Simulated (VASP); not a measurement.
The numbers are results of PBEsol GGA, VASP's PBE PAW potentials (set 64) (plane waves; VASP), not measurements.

VASP input:

**KPOINTS**
```
kpoints
0
gamma
7 7 4
```

### INCAR
```
! general
SYSTEM   =  BBi
PREC     =  Accurate
ENCUT    =  620   ! plane-wave cut-off (eV)
LREAL    =  .FALSE.
LASPH    =  .TRUE.   ! aspherical one-centre terms

! electronic loop
EDIFF    =  1E-6   ! SCF stop (eV)
NELM     =  100   ! most electronic steps
ALGO     =  Normal   ! blocked Davidson
LMAXMIX  =  4   ! l cut-off of mixed one-centre charges

! smearing
ISMEAR   =  0   ! Gaussian
SIGMA    =  0.05   ! width (eV)

! functional
GGA      =  PS   ! PBEsol

! ions
IBRION   =  2
NSW      =  40   ! most ionic steps
ISIF     =  3
EDIFFG   =  -0.02
PSTRESS  =  300

! output
LWAVE    =  .FALSE.
LCHARG   =  .FALSE.
```

File POSCAR:
```
BBi
1.0
  3.6297839659   0.0000000000   0.0000000000
 -1.8148919829   3.1434847976   0.0000000000
  0.0000000000   0.0000000000   5.9920360362
B Bi
2 2
Cart
 -0.0000018149   2.0956575796   0.0043181674
  1.8148937979   1.0478272180   3.0003361855
 -0.0000018149   2.0956575796   2.2426953462
  1.8148937979   1.0478272180   5.2387133643
```

POTCAR, in this order: B Bi_d (PBE.64 set). Program: vasp_std.

What VASP printed:

OSZICAR:
```
       N       E                     dE             d eps       ncg     rms          rms(c)
DAV:   1     0.389629449070E+03    0.38963E+03   -0.21250E+04  1056   0.231E+03
DAV:   2     0.175607174933E+02   -0.37207E+03   -0.36650E+03  1056   0.552E+02
DAV:   3    -0.196720891622E+02   -0.37233E+02   -0.36619E+02  1302   0.179E+02
DAV:   4    -0.208669335872E+02   -0.11948E+01   -0.11926E+01  1256   0.341E+01
DAV:   5    -0.209159899659E+02   -0.49056E-01   -0.49051E-01  1534   0.642E+00    0.654E+00
DAV:   6    -0.189536593636E+02    0.19623E+01   -0.53401E+00  1374   0.152E+01    0.251E+00
DAV:   7    -0.188361491848E+02    0.11751E+00   -0.80560E-01  1292   0.448E+00    0.117E+00
DAV:   8    -0.188208962098E+02    0.15253E-01   -0.86431E-02  1414   0.304E+00    0.201E-01
DAV:   9    -0.188192402938E+02    0.16559E-02   -0.93800E-03  1504   0.995E-01    0.799E-02
DAV:  10    -0.188193266278E+02   -0.86334E-04   -0.10779E-03  1408   0.322E-01    0.332E-02
DAV:  11    -0.188193277315E+02   -0.11037E-05   -0.19046E-04  1482   0.152E-01    0.718E-03
DAV:  12    -0.188193266270E+02    0.11044E-05   -0.90444E-06  1044   0.211E-02    0.208E-03
DAV:  13    -0.188193266660E+02   -0.38931E-07   -0.79839E-07   840   0.772E-03
   1 F= -.60173441E+01 E0= -.60173441E+01  d E =-.601734E+01
       N       E                     dE             d eps       ncg     rms          rms(c)
DAV:   1    -0.263227172622E+02   -0.75034E+01   -0.21697E+02  1320   0.218E+02    0.171E+01
DAV:   2    -0.178725128440E+02    0.84502E+01   -0.17763E+01  1308   0.946E+01    0.633E+00
DAV:   3    -0.165821563700E+02    0.12904E+01   -0.49617E+00  1464   0.403E+01    0.741E-01
DAV:   4    -0.166019797970E+02   -0.19823E-01   -0.37069E-01  1182   0.459E+00    0.394E-01
DAV:   5    -0.166059900708E+02   -0.40103E-02   -0.11258E-02  1458   0.103E+00    0.306E-01
DAV:   6    -0.166149411258E+02   -0.89511E-02   -0.12713E-02  1404   0.128E+00    0.102E-01
DAV:   7    -0.166146238778E+02    0.31725E-03   -0.43688E-03  1178   0.372E-01    0.358E-02
DAV:   8    -0.166145875023E+02    0.36376E-04   -0.31875E-04  1496   0.157E-01    0.159E-02
DAV:   9    -0.166145806028E+02    0.68995E-05   -0.64930E-05  1032   0.441E-02    0.454E-03
DAV:  10    -0.166145809277E+02   -0.32495E-06   -0.48661E-06  1076   0.160E-02
   2 F= -.56794000E+01 E0= -.56794000E+01  d E =0.337944E+00
       N       E                     dE             d eps       ncg     rms          rms(c)
DAV:   1    -0.220877373167E+02   -0.54732E+01   -0.11584E+02  1332   0.209E+02    0.101E+01
DAV:   2    -0.189638359644E+02    0.31239E+01   -0.63689E+00  1322   0.450E+01    0.437E+00
DAV:   3    -0.182783638187E+02    0.68547E+00   -0.31123E+00  1492   0.281E+01    0.580E-01
DAV:   4    -0.182781689805E+02    0.19484E-03   -0.16820E-01  1396   0.479E+00    0.231E-01
DAV:   5    -0.182774195663E+02    0.74941E-03   -0.12023E-02  1362   0.187E+00    0.208E-01
DAV:   6    -0.182779409121E+02   -0.52135E-03   -0.38578E-03  1254   0.467E-01    0.342E-02
DAV:   7    -0.182779351837E+02    0.57284E-05   -0.46207E-04  1428   0.130E-01    0.229E-02
DAV:   8    -0.182779101329E+02    0.25051E-04   -0.77896E-05  1110   0.495E-02    0.942E-03
DAV:   9    -0.182779099310E+02    0.20195E-06   -0.24403E-05  1464   0.557E-02    0.150E-03
DAV:  10    -0.182779093893E+02    0.54166E-06   -0.72332E-07   612   0.716E-03
   3 F= -.61350166E+01 E0= -.61350166E+01  d E =-.117672E+00
       N       E                     dE             d eps       ncg     rms          rms(c)
DAV:   1    -0.182603814122E+02    0.17529E-01   -0.22989E-02  1320   0.261E+00    0.153E-01
DAV:   2    -0.182596620907E+02    0.71932E-03   -0.13551E-03  1314   0.685E-01    0.635E-02
DAV:   3    -0.182595229984E+02    0.13909E-03   -0.58325E-04  1472   0.409E-01    0.699E-03
DAV:   4    -0.182595257728E+02   -0.27744E-05   -0.29432E-05  1310   0.575E-02    0.326E-03
DAV:   5    -0.182595266156E+02   -0.84282E-06   -0.14968E-06   600   0.230E-02
   4 F= -.61351427E+01 E0= -.61351427E+01  d E =-.117799E+00
       N       E                     dE             d eps       ncg     rms          rms(c)
DAV:   1    -0.182466405246E+02    0.12885E-01   -0.11917E-02  1314   0.188E+00    0.110E-01
DAV:   2    -0.182462687275E+02    0.37180E-03   -0.69701E-04  1314   0.492E-01    0.456E-02
DAV:   3    -0.182461973118E+02    0.71416E-04   -0.30212E-04  1472   0.294E-01    0.500E-03
DAV:   4    -0.182461992198E+02   -0.19080E-05   -0.15388E-05  1316   0.418E-02    0.231E-03
DAV:   5    -0.182461997329E+02   -0.51311E-06   -0.75185E-07   546   0.164E-02
   5 F= -.61351180E+01 E0= -.61351180E+01  d E =-.117774E+00
       N       E                     dE             d eps       ncg     rms          rms(c)
DAV:   1    -0.182686620554E+02   -0.22463E-01   -0.74155E-02  1598   0.332E+00    0.182E-01
DAV:   2    -0.182677314795E+02    0.93058E-03   -0.27186E-03  1324   0.833E-01    0.769E-02
DAV:   3    -0.182675335321E+02    0.19795E-03   -0.92175E-04  1494   0.475E-01    0.115E-02
DAV:   4    -0.182675324475E+02    0.10846E-05   -0.72278E-05  1274   0.927E-02    0.512E-03
DAV:   5    -0.182675319116E+02    0.53592E-06   -0.43356E-06  1096   0.311E-02
   6 F= -.61352724E+01 E0= -.61352724E+01  d E =-.154353E-03
       N       E                     dE             d eps       ncg     rms          rms(c)
DAV:   1    -0.182650489789E+02    0.24835E-02   -0.10414E-03  1610   0.396E-01    0.220E-02
DAV:   2    -0.182650350647E+02    0.13914E-04   -0.40458E-05  1338   0.101E-01    0.929E-03
DAV:   3    -0.182650325019E+02    0.25628E-05   -0.13190E-05  1304   0.569E-02    0.135E-03
DAV:   4    -0.182650328435E+02   -0.34157E-06   -0.89171E-07   606   0.113E-02
   7 F= -.61352795E+01 E0= -.61352795E+01  d E =-.161459E-03
       N       E                     dE             d eps       ncg     rms          rms(c)
DAV:   1    -0.182575644367E+02    0.74681E-02   -0.42528E-02  1334   0.180E+00    0.120E-01
DAV:   2    -0.182571685676E+02    0.39587E-03   -0.19120E-03  1554   0.554E-01    0.683E-02
DAV:   3    -0.182569812829E+02    0.18728E-03   -0.71941E-04  1608   0.380E-01    0.134E-02
DAV:   4    -0.182569896633E+02   -0.83805E-05   -0.12844E-04  1228   0.142E-01    0.585E-03
DAV:   5    -0.182569901952E+02   -0.53185E-06   -0.52463E-06  1244   0.262E-02
   8 F= -.61353515E+01 E0= -.61353515E+01  d E =-.719470E-04
```

**OUTCAR**
```
------------------------ aborting loop because EDIFF is reached ----------------------------------------
  FORCE on cell =-STRESS in cart. coord.  units (eV):
  Direction    XX          YY          ZZ          XY          YZ          ZX
  --------------------------------------------------------------------------------------
  Total       12.0944309     12.0944264     12.1006884      0.0000000      0.0000000      0.0000000
  in kB      299.3266294    299.3265172    299.4814976      0.0000000      0.0000000      0.0000000
  external PRESSURE =      -0.6217853 kB  Pullay stress =     300.0000000 kB
  volume of cell :       64.74
      direct lattice vectors                 reciprocal lattice vectors
     3.561680311  0.000000000 -0.000000000     0.280766355  0.162100561  0.000000000
    -1.780840155  3.084505052  0.000000000    -0.000000000  0.324201122  0.000000000
    -0.000000000 -0.000000000  5.892644524     0.000000000 -0.000000000  0.169703093
 POSITION                                       TOTAL-FORCE (eV/Angst)
 -----------------------------------------------------------------------------------
     -0.00000      2.05634      0.00710        -0.000000      0.000000     -0.009045
      1.78084      1.02817      2.95343         0.000000     -0.000000     -0.009045
     -0.00000      2.05634      2.20264         0.000000     -0.000000      0.009045
      1.78084      1.02817      5.14896        -0.000000      0.000000      0.009045
 -----------------------------------------------------------------------------------
    total drift:                               -0.001501      0.000866      0.000470
  FREE ENERGIE OF THE ION-ELECTRON SYSTEM (eV)
  ---------------------------------------------------
  free  energy   TOTEN  =       -18.2569901952 eV

  energy  without entropy=      -18.2569901952  energy(sigma->0) =      -18.25699020
  enthalpy is  TOTEN    =        -6.1353514559 eV   P V=       12.1216387392

 reached required accuracy - stopping structural energy minimisation
```
(Selected blocks of OUTCAR.)

**CONTCAR**
```
BBi
   1.00000000000000
     3.5616803109673492    0.0000000000226710   -0.0000000000000000
    -1.7808401554149791    3.0845050515631134    0.0000000000000000
    -0.0000000000000000   -0.0000000000000000    5.8926445244446954
  B               Bi
     2     2
Direct
     0.3333330000000032    0.6666669999999968    0.0012057242384748
     0.6666669999999968    0.3333330000000032    0.5012057242384678
     0.3333330000000032    0.6666669999999968    0.3737942757615252
     0.6666669999999968    0.3333330000000032    0.8737942757615322
```

Energy and stress use the plane-wave basis of the starting cell.

The structure was generated: BBi was put into the wurtzite type (P6_3mc), which need not be its known phase. This run relaxes it under an external pressure of 30 GPa. Symmetry was kept, so distortions that lower it aren't found.
